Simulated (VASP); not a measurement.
Crystal: Y.

```
Y
1.0
     3.64257    0.00000    0.00000
    -1.82128    3.15456    0.00000
     0.00000    0.00000    5.87916
Y
2
Cartesian
  0.0000 2.1030 1.4698
  1.8213 1.0515 4.4094
```

- Program: VASP 6.6.1
- Task: relaxation of cell and atoms
- Functional: r2SCAN
- Dispersion: rVV10
- Potentials or basis: VASP PAW PBE potentials, release 64 (Y_sv)
- Cutoff: 600 eV
- k mesh: 15 × 15 × 8
- Occupations: gaussian, width 0.1 eV
- Spin: no spin polarisation

At the start: pressure -0.7 GPa; volume 33.78 Å³/atom.

Question: Where does the relaxation end?

Answer: Over 6 steps the energy falls by 8.9 meV/atom and the volume is 33.10 Å³/atom (-2.0 %); space group P6_3/mmc (No. 194, to 0.05 Å).

The path:
| step | energy change (eV) | largest force (eV/Å) | pressure (GPa) | volume (Å³) |
| --- | --- | --- | --- | --- |
| 1 | 0.0000 | 0.0000 | -0.68 | 67.56 |
| 2 | -0.0151 | 0.0000 | 0.08 | 66.16 |
| 3 | -0.0165 | 0.0000 | 0.39 | 65.64 |
| 4 | -0.0165 | 0.0000 | 0.42 | 65.59 |
| 5 | -0.0179 | 0.0000 | -0.05 | 66.29 |
| 6 | -0.0179 | 0.0000 | 0.01 | 66.20 |

Final structure:
```yaml
crystal:
  lattice:
    - [3.67028, 0.00000, 0.00000]
    - [-1.83514, 3.17856, 0.00000]
    - [0.00000, 0.00000, 5.67478]
  atoms:
    - { symbol: Y, position: [0.33333, 0.66667, 0.25000] }
    - { symbol: Y, position: [0.66667, 0.33333, 0.75000] }
```

Caveat: the PAW data sets were made with another functional, which shifts forces and pressure a little.
